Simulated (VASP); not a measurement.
Given:

```
CELL_PARAMETERS angstrom
      0.00000     3.05865     3.05865
      3.05865     0.00000     3.05865
      3.05865     3.05865     0.00000
ATOMIC_POSITIONS crystal
  Pb 0.00000 0.00000 0.00000
  S  0.50000 0.50000 0.50000
```

Computed with revPBE GGA, VASP's PBE PAW potentials (set 64) (plane waves; VASP). Numerical set-up: 520 eV cut-off, 8×8×8 Γ-centred mesh, Gaussian smearing of 0.050 eV, potentials Pb_d S.

Q: Give the stress tensor in GPa (positive for a compressed cell).

A: 
```
-1.33   0.00   0.00
 0.00  -1.33   0.00
 0.00   0.00  -1.33
```
The pressure is its mean diagonal, -1.33 GPa.

The compound is PbS in the rock salt structure. This cell is one point of a volume scan, at 1.03 of the reference volume.
